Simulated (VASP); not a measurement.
Here is the system:

```xyz
3
Lattice="0.0000 3.4573 3.4573 3.4573 0.0000 3.4573 3.4573 3.4573 0.0000" Properties=species:S:1:pos:R:3 pbc="T T T"
Mg     1.7286     1.7286     1.7286
Mg     5.1859     5.1859     5.1859
Sn     0.0000     0.0000     0.0000
```

Calculation: vdW-DF2, VASP's PBE PAW potentials (set 64) (plane waves; VASP 6.6.1). Run with 520 eV cut-off, 7×7×7 Γ-centred mesh, first-order Methfessel-Paxton smearing of 0.10 eV, potentials Mg Sn_d.

Unless said otherwise, spin-orbit coupling is left out, though it shifts the bands of the heavy elements here.

Predict the energy per atom (σ→0), band gap (on the k-mesh) with the smallest direct gap where there is one.

| Quantity | Value |
|---|---|
| band gap (on the k-mesh) | none (metal, semimetal or under 0.01 eV) |
| energy per atom (σ→0) | -0.115 eV/atom |

The compound is Mg2Sn in the antifluorite structure. It was relaxed first, which changed the volume by +7 %. The start is the result of an earlier pass.
